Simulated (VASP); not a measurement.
# LiSb2P2 (I4/mmm) in VASP: a series of runs

One crystal, LiSb2P2, is run at these levels: PBE, revPBE+D3; tasks: relaxation of cell and atoms, relaxation of the atoms.

Program: VASP 6.6.1. These are calculated values, not measurements. Logs are shortened: lines on timing, memory, paths and dates and some standing lists are left out, and cuts for length are marked.

## (1) The crystal as given

It takes space group I4/mmm (No. 139, tetragonal). The conventional cell has a = 4.506 Å, b = 4.506 Å, c = 11.011 Å, α = 90.00°, β = 90.00°, γ = 90.00°. Li (site symmetry 4/mmm) is surrounded by 8 Sb at 3.45 Å and 8 P at 3.56 Å. Sb (site symmetry 4mm) has 1 Sb at 2.65 Å and 4 P at 2.67 Å as nearest neighbours. P (site symmetry -4m2) is surrounded by 4 Sb at 2.67 Å.

The cell was built by a generator and needn't be a form met in nature.

## (2) Relaxation of cell and atoms, PBE

Input file INCAR:

```
SYSTEM = LiSb2P2
ALGO = Normal
EDIFF = 1E-6
EDIFFG = -0.01
ENCUT = 600
GGA = PE
IBRION = 2
ISIF = 3
ISMEAR = 0
LASPH = .TRUE.
LCHARG = .FALSE.
LREAL = .FALSE.
LWAVE = .FALSE.
NELM = 60
NSW = 60
PREC = Accurate
SIGMA = 0.05
```

Input file KPOINTS:

```
k-points
0
G
  8 8 8
  0 0 0
```

Input file POSCAR:

```
LiSb2P2
1.0
   -2.2530682300      2.2530682300      5.5057474600
    2.2530682300     -2.2530682300      5.5057474600
    2.2530682300      2.2530682300     -5.5057474600
Li Sb P
1 2 2
Direct
    0.0000000000      0.0000000000      0.0000000000
    0.6201511000      0.6201511000      0.0000000000
    0.3798489000      0.3798489000      0.0000000000
    0.7500000000      0.2500000000      0.5000000000
    0.2500000000      0.7500000000      0.5000000000
```

Potentials or basis: VASP PAW PBE potentials, release 64 (Li_sv, Sb, P).

Run with:

```sh
> cat potpaw_PBE.64/Li_sv/POTCAR potpaw_PBE.64/Sb/POTCAR potpaw_PBE.64/P/POTCAR > POTCAR
> mpirun -np 1 vasp_std > vasp.out
```

OUTCAR:

```text
SYSTEM = LiSb2P2
   EDIFF = 1E-6
   EDIFFG = -0.01
   ENCUT = 600
   GGA = PE
   IBRION = 2
   ISIF = 3
   ISMEAR = 0
   LASPH = .TRUE.
   LREAL = .FALSE.
   NELM = 60
   NSW = 60
   PREC = Accurate

 ion  position               nearest neighbor table
   1  0.000  0.000  0.000-
   2  0.620  0.620  0.000-   3 2.65   4 2.67   5 2.67   4 2.67   5 2.67
   3  0.380  0.380  0.000-   2 2.65   4 2.67   5 2.67   5 2.67   4 2.67
   4  0.750  0.250  0.500-   3 2.67   2 2.67   3 2.67   2 2.67
   5  0.250  0.750  0.500-   3 2.67   2 2.67   3 2.67   2 2.67

  LATTYP: Found a body centered tetragonal cell.
 ALAT       =     4.5061364600
 C/A-ratio  =     2.4436665462

  Lattice vectors:

 A1 = (  -2.2530682300,   2.2530682300,   5.5057474600)
 A2 = (   2.2530682300,  -2.2530682300,   5.5057474600)
 A3 = (   2.2530682300,   2.2530682300,  -5.5057474600)

Analysis of symmetry for initial positions (statically):
=====================================================================
 Subroutine PRICEL returns:
 Original cell was already a primitive cell.

 Routine SETGRP: Setting up the symmetry group for a
 body centered tetragonal supercell.

 Subroutine GETGRP returns: Found 16 space group operations
 (whereof 16 operations were pure point group operations)
 out of a pool of 16 trial point group operations.

The static configuration has the point symmetry D_4h.

Analysis of symmetry for dynamics (positions and initial velocities):
=====================================================================
 Subroutine PRICEL returns:
 Original cell was already a primitive cell.

 Routine SETGRP: Setting up the symmetry group for a
 body centered tetragonal supercell.

 Subroutine GETGRP returns: Found 16 space group operations
 (whereof 16 operations were pure point group operations)
 out of a pool of 16 trial point group operations.

The dynamic configuration has the point symmetry D_4h.

 Subroutine INISYM returns: Found 16 space group operations
 (whereof 16 operations are pure point group operations),
 and found     1 'primitive' translations

----------------------------------------------------------------------------------------

                                     Primitive cell

  volume of cell :     111.7957

  direct lattice vectors                    reciprocal lattice vectors
    -2.253068230  2.253068230  5.505747460     0.000000000  0.221919600  0.090814191
     2.253068230 -2.253068230  5.505747460     0.221919600  0.000000000  0.090814191
     2.253068230  2.253068230 -5.505747460     0.221919600  0.221919600  0.000000000

  length of vectors
     6.361280374  6.361280374  6.361280374     0.239782247  0.239782247  0.313841708

  position of ions in fractional coordinates (direct lattice)
     0.000000000  0.000000000  0.000000000
     0.620151100  0.620151100  0.000000000
     0.379848900  0.379848900  0.000000000
     0.750000000  0.250000000  0.500000000
     0.250000000  0.750000000  0.500000000

  ion indices of the primitive-cell ions
   primitive index   ion index
                 1           1
                 2           2
                 3           3
                 4           4
                 5           5

----------------------------------------------------------------------------------------

 KPOINTS: k-points

Automatic generation of k-mesh.
 Grid dimensions read from file:
 generate k-points for:    8    8    8

 Generating k-lattice:

  Cartesian coordinates                     Fractional coordinates (reciprocal lattice)
     0.000000000  0.027739950  0.011351774     0.125000000 -0.000000000  0.000000000
     0.027739950  0.000000000  0.011351774    -0.000000000  0.125000000  0.000000000
     0.027739950  0.027739950  0.000000000     0.000000000  0.000000000  0.125000000

  Length of vectors
     0.029972781  0.029972781  0.039230213

  Shift w.r.t. Gamma in fractional coordinates (k-lattice)
     0.000000000  0.000000000  0.000000000

 Subroutine IBZKPT returns following result:
 ===========================================

 Found     59 irreducible k-points:

 Following reciprocal coordinates:
            Coordinates               Weight
  0.000000  0.000000  0.000000      1.000000
  0.125000  0.000000 -0.000000      8.000000
  0.250000  0.000000 -0.000000      8.000000
  0.375000 -0.000000  0.000000      8.000000
  0.500000  0.000000 -0.000000      4.000000
  0.125000  0.125000  0.000000      8.000000
[... 16 lines left out ...]
  0.250000  0.125000  0.125000     16.000000
  0.375000  0.125000  0.125000      8.000000
 [... further k-points ...]
   k-points           NKPTS =     59   k-points in BZ     NKDIM =     59   number of bands    NBANDS=     15
   number of dos      NEDOS =    301   number of ions     NIONS =      5
   total plane-waves  NPLWV = 157464
   dimension x,y,z NGX =    54 NGY =   54 NGZ =   54
   dimension x,y,z NGXF=   108 NGYF=  108 NGZF=  108
   ions per type =               1   2   2
   NGX,Y,Z   is equivalent  to a cutoff of  14.11, 14.11, 14.11 a.u.
   NGXF,Y,Z  is equivalent  to a cutoff of  28.22, 28.22, 28.22 a.u.
 SYSTEM =  LiSb2P2
   PREC   = accura    normal or accurate (medium, high low for compatibility)
   ISTART =      0    job   : 0-new  1-cont  2-samecut
   ICHARG =      2    charge: 1-file 2-atom 10-const
   ISPIN  =      1    spin polarized calculation?
   LNONCOLLINEAR =      F non collinear calculations
   LSORBIT =      F    spin-orbit coupling
   LASPH  =      T    aspherical Exc in radial PAW
   ENCUT  =  600.0 eV  44.10 Ry    6.64 a.u.  12.71 12.71 12.71*2*pi/ulx,y,z
   NELM   =     60;   NELMIN=  2; NELMDL= -5     # of ELM steps
   EDIFF  = 0.1E-05   stopping-criterion for ELM
   LREAL  =      F    real-space projection
   EDIFFG = -.1E-01   stopping-criterion for IOM
   NSW    =     60    number of steps for IOM
   IBRION =      2    ionic relax: 0-MD 1-quasi-New 2-CG
   NFREE  =      1    steps in history (QN), initial steepest desc. (CG)
   ISIF   =      3    stress and relaxation
   ISYM   =      2    0-nonsym 1-usesym 2-fastsym
   POTIM  = 0.5000    time-step for ionic-motion
   TEBEG  =    0.0;   TEEND  =   0.0 temperature during run
   PSTRESS=    0.0 pullay stress
   NELECT =      23.0000    total number of electrons
   NUPDOWN=      -1.0000    fix difference up-down
   EMIN   =  10.00;   EMAX   =-10.00  energy-range for DOS
   EFERMI =   0.00;   METHOD = LEGACY
   ISMEAR =     0;   SIGMA  =   0.05  broadening in eV -4-tet -1-fermi 0-gaus
   EFERMI_NEDOS =   21; number of points for ismear=-14 and -15
   IALGO  =     38    algorithm
   IMIX   =      4    mixing-type and parameters
     AMIX     =   0.40;   BMIX     =  1.00
     AMIX_MAG =   1.60;   BMIX_MAG =  1.00
  volume/ion in A,a.u.               =      22.36       150.89
  Fermi-wavevector in a.u.,A,eV,Ry     =   0.966442  1.826311 12.707979  0.934010
  Thomas-Fermi vector in A             =   2.096244
   LORBIT       =      0    0 simple, 1 ext, 2 COOP (PROOUT), +10 PAW based schemes
   GGA     = PE    functional components
   LHFCALC =     F    Hartree Fock is set to
   AEXX    =    0.0000 exact exchange contribution
   IVDW    =     0    specifies the selected vdW correction
   LEPSILON=     F    determine dielectric tensor
   LRPA    =     F    only Hartree local field effects (RPA)
 conjugate gradient relaxation of ions
 non-spin polarized calculation
 Gauss-broadening in eV      SIGMA  =   0.05
  energy-cutoff  :      600.00
  volume of cell :      111.80
 maximum number of plane-waves:      3776
 NGX is ok and might be reduce to    54
   NGX = 25   NGY = 25   NGZ = 25

--------------------------------------- Ionic step        1  -------------------------------------------

 number of electron      23.0000000 magnetization

 Free energy of the ion-electron system (eV)
  ---------------------------------------------------
  ext. energy  EPLUGINS =         0.00000000
  ---------------------------------------------------
  free energy    TOTEN  =       -18.40836672 eV

  energy without entropy =      -18.40498448  energy(sigma->0) =      -18.40667560

------------------------ aborting loop because EDIFF is reached ----------------------------------------

  FORCE on cell =-STRESS in cart. coord.  units (eV):
  Direction    XX          YY          ZZ          XY          YZ          ZX
  --------------------------------------------------------------------------------------
  -------------------------------------------------------------------------------------
  Total        5.4993629      5.4993629      9.7962028      0.0000000      0.0000000      0.0000000
  in kB       78.8130245     78.8130245    140.3923309      0.0000000      0.0000000      0.0000000
  external PRESSURE =      99.3394599 kB  Pullay stress =       0.0000000 kB
[... 98 lines left out ...]
  FREE ENERGIE OF THE ION-ELECTRON SYSTEM (eV)
  ---------------------------------------------------
  free  energy   TOTEN  =       -19.4917971406 eV

  energy  without entropy=      -19.4895756063  energy(sigma->0) =      -19.49068637

 E-fermi :   4.7438     XC(G=0):  -8.4964

 val. band max:        4.7404390962   @ k =   0.5000   0.0000  -0.0000
 cond. band min:       4.7729731672   @ k =   0.3750   0.1250   0.0000
 fundamental gap:      0.0325340711
 Fermi energy:         4.7437600040

 k-point     1 :       0.0000    0.0000    0.0000
  band No.  band energies     occupation
      1     -43.7247      2.00000
      2      -8.2216      2.00000
      3      -4.5619      2.00000
      4      -3.8761      2.00000
      5      -0.8925      2.00000
      6      -0.7466      2.00000
      7      -0.7466      2.00000
      8       1.8214      2.00000
      9       1.8762      2.00000
     10       1.8762      2.00000
     11       3.2971      2.00000
     12       3.3932      2.00000
     13       5.8759      0.00000
     14       5.8759      0.00000
[... 403 lines left out ...]
      4      -4.2843      2.00000
      5      -3.9788      2.00000
      6       0.5351      2.00000
      7       1.1091      2.00000
      8       2.3206      2.00000
      9       2.5458      2.00000
     10       2.9237      2.00000
     11       3.8984      2.00000
     12       5.3996      0.00000
     13       5.6078      0.00000
     14       6.7038      0.00000
     15       6.8345      0.00000

 [... further k-points ...]

[... ionic steps 4 to 24 ...]

--------------------------------------- Ionic step       25  -------------------------------------------

 number of electron      22.9999997 magnetization

------------------------ aborting loop because EDIFF is reached ----------------------------------------
[... 73 lines left out ...]
--------------------------------------- Ionic step       27  -------------------------------------------

 number of electron      22.9999997 magnetization

 Free energy of the ion-electron system (eV)
  ---------------------------------------------------
  ext. energy  EPLUGINS =         0.00000000
  ---------------------------------------------------
  free energy    TOTEN  =       -20.40023187 eV

  energy without entropy =      -20.39766185  energy(sigma->0) =      -20.39894686

 E-fermi :   5.3641     XC(G=0):  -8.8600

 val. band max:        5.3549664360   @ k =  -0.1250   0.3750   0.1250
 cond. band min:       5.3947713864   @ k =  -0.2500   0.3750   0.1250
 fundamental gap:      0.0398049503
 Fermi energy:         5.3641005236

 k-point     1 :       0.0000    0.0000    0.0000
  band No.  band energies     occupation
      1     -42.6295      2.00000
      2      -7.7372      2.00000
      3      -3.9722      2.00000
      4      -3.1090      2.00000
      5      -0.8569      2.00000
      6      -0.1226      2.00000
      7      -0.1226      2.00000
      8       2.2938      2.00000
      9       2.2938      2.00000
     10       2.6121      2.00000
     11       3.6317      2.00000
     12       3.8089      2.00000
     13       6.2187      0.00000
     14       6.2187      0.00000
[... 447 lines left out ...]
  FREE ENERGIE OF THE ION-ELECTRON SYSTEM (eV)
  ---------------------------------------------------
  free  energy   TOTEN  =       -20.4002318681 eV

  energy  without entropy=      -20.3976618513  energy(sigma->0) =      -20.39894686

 reached required accuracy - stopping structural energy minimisation
```

It took 49 min on 1 thread of Intel Xeon 6975P-C (Granite Rapids), shared host; peak memory 0.54 GiB.

Results:

```
Free energy                            : -20.4002 eV
Relaxed volume                         : 25.21 Å³/atom
Relaxed cell                           : a = 5.913 Å, b = 5.913 Å, c = 5.913 Å, α = 127.55°, β = 127.55°, γ = 77.35°
Space group after relaxing (to 0.05 Å) : I4/mmm (No. 139)
Energy gained by relaxing              : 398.4 meV/atom
Ionic steps                            : 27
Pressure after relaxing                : 0.0 GPa
Band gap on the k mesh                 : none (metal or under the smearing width)
```

The path:
| step | energy change (eV) | largest force (eV/Å) | pressure (GPa) | volume (Å³) |
| --- | --- | --- | --- | --- |
| 1 | 0.0000 | 2.8828 | 9.93 | 111.80 |
| 2 | -1.0693 | 1.2931 | -0.84 | 135.69 |
| 3 | -1.0834 | 1.2242 | -1.86 | 139.96 |
| 4 | -1.2789 | 0.6922 | -0.21 | 136.80 |
| 5 | -1.3467 | 0.1490 | 1.63 | 133.89 |
| 6 | -1.4807 | 0.3021 | 0.18 | 138.62 |
| 7 | -1.5440 | 0.2487 | -4.23 | 152.46 |
| 8 | -1.5790 | 0.3139 | -2.11 | 145.82 |
| 9 | -1.6535 | 0.2810 | -2.38 | 145.20 |
| 10 | -1.7496 | 0.0752 | -2.81 | 143.78 |
| 11 | -1.7586 | 0.2007 | -2.89 | 143.28 |
| 12 | -1.8606 | 0.3718 | -1.15 | 135.90 |
| 13 | -1.8931 | 0.5294 | 0.65 | 129.70 |
| 14 | -1.9505 | 0.4338 | 0.78 | 126.68 |
| 15 | -1.9728 | 0.3097 | 0.96 | 124.32 |
| 16 | -1.9558 | 0.0917 | 1.66 | 119.45 |
| 17 | -1.9754 | 0.2386 | 1.13 | 123.07 |
| 18 | -1.9873 | 0.1398 | -0.35 | 126.41 |
| 19 | -1.9877 | 0.1553 | -0.14 | 125.90 |
| 20 | -1.9899 | 0.0984 | -0.08 | 125.80 |
| 21 | -1.9914 | 0.0048 | 0.00 | 125.65 |
| 22 | -1.9914 | 0.0112 | 0.00 | 125.64 |
| 23 | -1.9917 | 0.0066 | 0.07 | 125.63 |
| 24 | -1.9918 | 0.0047 | 0.10 | 125.63 |
| 25 | -1.9917 | 0.0012 | 0.15 | 125.62 |
| 26 | -1.9918 | 0.0040 | 0.11 | 125.63 |
| 27 | -1.9919 | 0.0016 | -0.03 | 126.07 |

Final structure:
```cif
data_structure
_symmetry_space_group_name_H-M 'P 1'
_symmetry_Int_Tables_number 1
_cell_length_a 5.9132
_cell_length_b 5.9132
_cell_length_c 5.9132
_cell_angle_alpha 127.552
_cell_angle_beta 127.552
_cell_angle_gamma 77.352
_cell_volume 126.07
loop_
_atom_site_label
_atom_site_type_symbol
_atom_site_fract_x
_atom_site_fract_y
_atom_site_fract_z
_atom_site_occupancy
Li1 Li 0.00000 0.00000 0.00000 1
Sb1 Sb 0.66818 0.66818 0.00000 1
Sb2 Sb 0.33182 0.33182 0.00000 1
P1 P 0.75000 0.25000 0.50000 1
P2 P 0.25000 0.75000 0.50000 1
```

Caveat: the cutoff is under 1.25 times the usual one of these potentials, so pressure, stress and relaxed cells hold a basis-set (Pulay) error. The run has no spin-orbit coupling, so splittings on Sb are missing.

## (3) Relaxation of the atoms, revPBE+D3

Input file run.py:

```python
from ase.calculators.vasp import Vasp
from ase.optimize import BFGS
from ase.spacegroup import crystal

atoms = crystal(
    ['Li', 'Sb', 'P'],
    basis=[[0.0, 0.0, 0.0], [0.5, 0.5, 0.1201511], [0.0, 0.5, 0.25]],
    spacegroup=139,
    setting=1,
    cellpar=[4.50613646, 4.50613646, 11.01149492, 90.0, 90.0, 90.0],
    primitive_cell=True,
)
calc = Vasp(
    directory='calc',
    xc='revpbe',
    pp='PBE',
    setups='recommended',
    prec='Accurate',
    encut=520,
    ediff=0.0001,
    ismear=-1,
    sigma=0.02,
    lreal=False,
    lasph=True,
    nelm=60,
    algo='Normal',
    isif=2,
    lwave=False,
    lcharg=False,
    ivdw=11,
    kpts=[8, 8, 8],
    gamma=True,
)
atoms.calc = calc
opt = BFGS(atoms, trajectory='relax.traj')
converged = opt.run(fmax=0.01, steps=40)
print('converged:', converged)

print('energy (eV):', atoms.get_potential_energy())
print('free energy (eV):', atoms.get_potential_energy(force_consistent=True))
print('forces (eV/A):')
print(atoms.get_forces())
print('stress (eV/A^3, Voigt):', atoms.get_stress())
print('Fermi level (eV):', calc.get_fermi_level())
print('cell (A, degrees):', atoms.cell.cellpar())
print('volume (A^3):', atoms.get_volume())
print('scaled positions:')
print(atoms.get_scaled_positions())
```

Potentials or basis: VASP PAW PBE potentials, release 64 (Li_sv, Sb, P).

Run with:

```sh
> python run.py
```

It took 6.9 min on 1 thread of Intel Xeon 6975P-C (Granite Rapids), shared host; peak memory 0.37 GiB.

The run converged, but some of its settings lie outside the range that counts as converged (typed here: EDIFF = 0.0001), so its numbers aren't taken as properties of the crystal.

What came out:

```yaml
Free_energy: -19.4402 eV
Energy_gained_by_relaxing: 96.0 meV/atom
Ionic_steps: 5
Largest_force_after_relaxing: 0.007 eV/Å
Band_gap_on_the_k_mesh: none (metal or under the smearing width)
Dispersion_energy_per_atom: -0.377 eV
```

Caveat: the cutoff is under 1.25 times the usual one of these potentials, so pressure, stress and relaxed cells hold a basis-set (Pulay) error; the PAW data sets were made with another functional, which shifts forces and pressure a little; pairwise dispersion overbinds metals, which lowers pressure and volume.
